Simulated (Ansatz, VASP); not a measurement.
# Cross-check of CuSnF6 between VASP and Ansatz

One calculation is typed for both programs; each brings its own data sets and cutoff. How far apart do they land?

Method: plane waves, with VASP 6.6.1 beside it; relaxation of cell and atoms at LDA, in Ansatz 0.2.0.

**1. The structure**

The structure is trigonal, space group R-3 (No. 148). Conventional cell: a = 4.943 Å, b = 4.943 Å, c = 13.819 Å, α = 90.00°, β = 90.00°, γ = 120.00°. Nearest to Sn lie 6 F at 1.98 Å. Nearest to Cu lie 6 F at 1.97 Å. Nearest to F lie 1 Cu at 1.97 Å and 1 Sn at 1.98 Å. Farther neighbours and most contacts between anions are not listed.

**2. VASP: relaxation of cell and atoms, LDA**

The relaxed volume is the usual yardstick between codes: its relative difference is about their pressure difference at one cell divided by the bulk modulus.

Lines of VASP's logs that name or quote its potential files are left out, and so is its time.

Contents of INCAR:

```
SYSTEM = CuSnF6
PREC = Accurate
ENCUT = 520
EDIFF = 1E-06
NELM = 120
ISMEAR = 0
SIGMA = 0.05
LREAL = .FALSE.
ALGO = Normal
GGA = CA
NBANDS = 36
LASPH = .TRUE.
LORBIT = 11
LWAVE = .FALSE.
LCHARG = .FALSE.
KPAR = 4
IBRION = 2
NSW = 30
ISIF = 3
EDIFFG = -0.02
POTIM = 0.4
```

Contents of POSCAR:

```
CuSnF6
1.0
    2.4717362280      1.4270575821      4.6063451254
   -2.4717362327      1.4270575739      4.6063451254
    0.0000000048     -2.8541151559      4.6063451254
Sn Cu F
1 1 6
Direct
    0.0000000000      0.0000000000      0.0000000000
    0.5000000000      0.5000000000      0.5000000000
    0.2524349579      0.8954574568      0.6026066921
    0.8954574568      0.6026066921      0.2524349579
    0.6026066921      0.2524349579      0.8954574568
    0.7475650421      0.1045425432      0.3973933079
    0.1045425432      0.3973933079      0.7475650421
    0.3973933079      0.7475650421      0.1045425432
```

Contents of KPOINTS:

```
Automatic mesh
0
Gamma
5 5 5
0 0 0
```

Potentials, in the order of the species: Sn, Cu and F (LDA family, release 64).

Started as:

```bash
> mpirun -np 4 vasp_std
```

Numbers of over 12 decimals in the logs are rounded to 6 here.

Output:

```text
[banner, memory and clock lines left out]
running    4 mpi-ranks, on    1 nodes
 distrk:  each k-point on    1 cores,    4 groups
 distr:  one band on    1 cores,    1 groups

 POSCAR found type information on POSCAR SnCuF
 POSCAR found :  3 types and       8 ions
 LDA part: xc-table for (Slater(with rela. corr.)+CA(PZ))
 , standard interpolation
 POSCAR, INCAR and KPOINTS ok, starting setup
 FFT: planning ... GRIDC
 FFT: planning ... GRID_SOFT
 FFT: planning ... GRID
 WAVECAR not read
 entering main loop
       N       E                     dE             d eps       ncg     rms          rms(c)
DAV:   1     0.680293771591E+03    0.68029E+03   -0.28868E+04  1664   0.178E+03
DAV:   2     0.272976921386E+02   -0.65300E+03   -0.62427E+03  1952   0.483E+02
DAV:   3    -0.434680004468E+02   -0.70766E+02   -0.69769E+02  2028   0.172E+02
DAV:   4    -0.458455267524E+02   -0.23775E+01   -0.23610E+01  2172   0.331E+01
DAV:   5    -0.459093458286E+02   -0.63819E-01   -0.63687E-01  2092   0.488E+00    0.180E+01
DAV:   6    -0.434156580308E+02    0.24937E+01   -0.96072E+01  2364   0.106E+02    0.135E+01
DAV:   7    -0.397841484551E+02    0.36315E+01   -0.12654E+01  1872   0.138E+02    0.424E+00
DAV:   8    -0.397186077559E+02    0.65541E-01   -0.20482E+00  1892   0.761E+00    0.187E+00
DAV:   9    -0.396443545420E+02    0.74253E-01   -0.10194E-01  2552   0.642E+00    0.347E-01
DAV:  10    -0.396432594450E+02    0.10951E-02   -0.21092E-02  2160   0.910E-01    0.134E-01
DAV:  11    -0.396430373490E+02    0.22210E-03   -0.91582E-04  2576   0.697E-01    0.687E-02
DAV:  12    -0.396430460207E+02   -0.86718E-05   -0.11907E-04  2396   0.130E-01    0.169E-02
DAV:  13    -0.396430469224E+02   -0.90163E-06   -0.15442E-05  2276   0.917E-02    0.434E-03
DAV:  14    -0.396430465438E+02    0.37859E-06   -0.17961E-06  1420   0.253E-02
   1 F= -.39643047E+02 E0= -.39634170E+02  d E =-.396430E+02
 curvature:   0.00 expect dE= 0.000E+00 dE for cont linesearch  0.000E+00
 trial: gam= 0.00000 g(F)=  0.236E-04 g(S)=  0.106E-03 ort = 0.000E+00 (trialstep = 0.100E+01)
 search vector abs. value=  0.130E-03
 reached required accuracy - stopping structural energy minimisation
```

From OUTCAR (step 2):

```text
ion  position               nearest neighbor table
   1  0.000  0.000  0.000-   3 1.98   6 1.98   5 1.98   8 1.98   7 1.98   4 1.98
   2  0.500  0.500  0.500-   3 1.97   6 1.97   4 1.97   7 1.97   5 1.97   8 1.97
   3  0.252  0.895  0.603-   2 1.97   1 1.98
   4  0.895  0.603  0.252-   2 1.97   1 1.98
   5  0.603  0.252  0.895-   2 1.97   1 1.98
   6  0.748  0.105  0.397-   2 1.97   1 1.98
   7  0.105  0.397  0.748-   2 1.97   1 1.98
   8  0.397  0.748  0.105-   2 1.97   1 1.98

  LATTYP: Found a trigonal (rhomboedric) cell.
 ALAT       =     5.4188918367
 COS(alpha) =     0.5838850897

 Subroutine GETGRP returns: Found  6 space group operations
 (whereof  6 operations were pure point group operations)

The static configuration has the point symmetry S_6 .

 Found     23 irreducible k-points:

   k-points           NKPTS =     23   k-points in BZ     NKDIM =     23   number of bands    NBANDS=     36

   dimension x,y,z NGX =    40 NGY =   40 NGZ =   40
   dimension x,y,z NGXF=    80 NGYF=   80 NGZF=   80

   ENCUT  =  520.0 eV  38.22 Ry    6.18 a.u.  10.08 10.08 10.08*2*pi/ulx,y,z

   NELECT =      57.0000    total number of electrons

 k-points in reciprocal lattice and weights: Automatic mesh
   0.00000000  0.00000000  0.00000000       0.008
   0.20000000  0.00000000  0.00000000       0.048
   0.40000000 -0.00000000 -0.00000000       0.048
   0.20000000  0.20000000  0.00000000       0.048
   0.40000000  0.20000000 -0.00000000       0.048
  -0.40000000  0.00000000 -0.20000000       0.048
  -0.40000000  0.20000000  0.00000000       0.048
   0.40000000 -0.00000000 -0.20000000       0.048
  -0.20000000  0.20000000 -0.00000000       0.048
[...]
0.40000000  0.40000000  0.40000000       0.016
  -0.40000000  0.40000000  0.40000000       0.048

 average (electrostatic) potential at core
       1 -48.1512       2 -70.3680       3 -77.6255       4 -77.6255       5 -77.6255
       6 -77.6255       7 -77.6255       8 -77.6255

 E-fermi :   0.7358

 k-point     1 :       0.0000    0.0000    0.0000
  band No.  band energies     occupation
    ...
     23      -1.9205      2.00000
     24      -1.9205      2.00000
     25      -0.3891      2.00000
     26      -0.3569      2.00000
     27      -0.3569      2.00000
     28       0.8380      0.00384
     29       0.8380      0.00384
     30       3.0221      0.00000
     31       9.1854      0.00000
     32       9.5846      0.00000
    ...

 k-point     2 :       0.2000    0.0000    0.0000
  band No.  band energies     occupation
    ...
     24      -1.8744      2.00000
     25      -0.3963      2.00000
     26      -0.3843      2.00000
     27      -0.3377      2.00000
     28       0.7448      0.79777
     29       0.7843      0.16986
     30       3.5583      0.00000
     31       8.6339      0.00000
     32       9.5774      0.00000
     33       9.9202      0.00000
    ...

 k-point     3 :       0.4000   -0.0000   -0.0000
  band No.  band energies     occupation
    ...
     25      -0.4857      2.00000
     26      -0.4035      2.00000
     27      -0.2987      2.00000
     28       0.5844      1.99998
     29       0.7164      1.41617
     30       4.4704      0.00000
     31       7.7338      0.00000
     32       9.5699      0.00000
     33      10.2423      0.00000
     34      10.9271      0.00000
    ...

  Total       -0.0674128     -0.0674128     -0.1135254     -0.0000000     -0.0000000     -0.0000000
  in kB       -1.1079023     -1.1079023     -1.8657455     -0.0000004     -0.0000000     -0.0000000
  external PRESSURE =      -1.3605167 kB  Pullay stress =       0.0000000 kB

  energy-cutoff  :      520.00
  volume of cell :       97.49
      direct lattice vectors                 reciprocal lattice vectors
     2.471736228  1.427057582  4.606345125     0.202286957  0.116790429  0.072363951
    -2.471736233  1.427057574  4.606345125    -0.202286957  0.116790429  0.072363951
     0.000000005 -2.854115156  4.606345125     0.000000000 -0.233580858  0.072363951

 POSITION                                       TOTAL-FORCE (eV/Angst)
 -----------------------------------------------------------------------------------
      0.00000      0.00000      0.00000        -0.000000     -0.000000      0.000000
      0.00000      0.00000      6.90952        -0.000000     -0.000000     -0.000000
     -1.58938     -0.08180      8.06340         0.006857     -0.001456      0.007274
      0.72385      1.41735      8.06340        -0.004689     -0.005211      0.007274
      0.86553     -1.33555      8.06340        -0.002168      0.006666      0.007274
      1.58938      0.08180      5.75563        -0.006857      0.001456     -0.007274
     -0.72385     -1.41735      5.75563         0.004689      0.005211     -0.007274
     -0.86553      1.33555      5.75563         0.002168     -0.006666     -0.007274
 -----------------------------------------------------------------------------------
    total drift:                                0.000000      0.000000      0.000000

  FREE ENERGIE OF THE ION-ELECTRON SYSTEM (eV)
  ---------------------------------------------------
  free  energy   TOTEN  =       -39.6430465438 eV

  energy  without entropy=      -39.6252940009  energy(sigma->0) =      -39.63417027

 reached required accuracy - stopping structural energy minimisation

 total charge
# of ion       s       p       d       tot
------------------------------------------
    1        1.060   1.730   0.860   3.649
    2        0.287   0.359   9.082   9.728
    3        1.732   4.333   0.000   6.065
    4        1.732   4.333   0.000   6.065
    5        1.732   4.333   0.000   6.065
    6        1.732   4.333   0.000   6.065
    7        1.732   4.333   0.000   6.065
    8        1.732   4.333   0.000   6.065
--------------------------------------------------
tot         11.737  28.088   9.941  49.766

[... 3 further parts left out ...]
```

This run has no spin polarisation, so a moment on Cu, if there is one, isn't seen. Its electron count is odd, so without a moment it is a metal by construction. The k-mesh is coarse for a metal. Oxides and halides of Cu are often magnetic insulators, and a metal at this level, without U or exact exchange, may be an artefact. The data set Sn keeps the semicore shell frozen, which is cheaper and a little less accurate. The run keeps the 6 symmetry operations of its start, so it cannot find a distortion of lower symmetry.

[end of part 1 of 2]

[Lines on the potential files, build, host, timing and source positions are cut from VASP's logs without a mark.]

[Logs are printed without paths, hosts, clocks, repeated set-up lines and the standing remarks that a program may print on its own settings, such as how far it seeks lower states.]

[Hosts, paths, dates, database ids (printed as entryN), source tags and the programs' standing remarks are cut or masked in the printed files.]
